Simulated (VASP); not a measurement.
```
CELL_PARAMETERS angstrom
      2.15566     1.24457     7.04194
     -2.15566     1.24457     7.04194
      0.00000    -2.48914     7.04194
ATOMIC_POSITIONS crystal
  Sn 0.50000 0.50000 0.50000
  Pb 0.00000 0.00000 0.00000
  Se 0.75263 0.75263 0.75263
  Se 0.24737 0.24737 0.24737
```

Level of theory: r2SCAN meta-GGA, VASP's PBE PAW potentials (set 64) (plane waves; VASP 6.6.1). Settings: 400 eV cut-off, 6×6×6 Γ-centred mesh, Gaussian smearing of 0.050 eV, potentials Sn_d Pb_d Se.

Unless said otherwise, spin-orbit coupling is left out, though it shifts the bands of the heavy elements here.

### Question
Estimate the energy per atom (σ→0), band gap (on the k-mesh) with the smallest direct gap where there is one.

### Answer

```
Property                                      Result
-----------------------------------  ---------------
band gap (on the k-mesh)                     0.09 eV
smallest direct gap (on the k-mesh)          0.09 eV
energy per atom (σ→0)                -27.948 eV/atom
```

Total energies compare only between runs with the same potentials, cut-off and functional.

The structure comes from a computed database's SnPbSe2 entry (R-3m); how it stands against other phases isn't given here. It was relaxed first. The start is the result of an earlier pass.
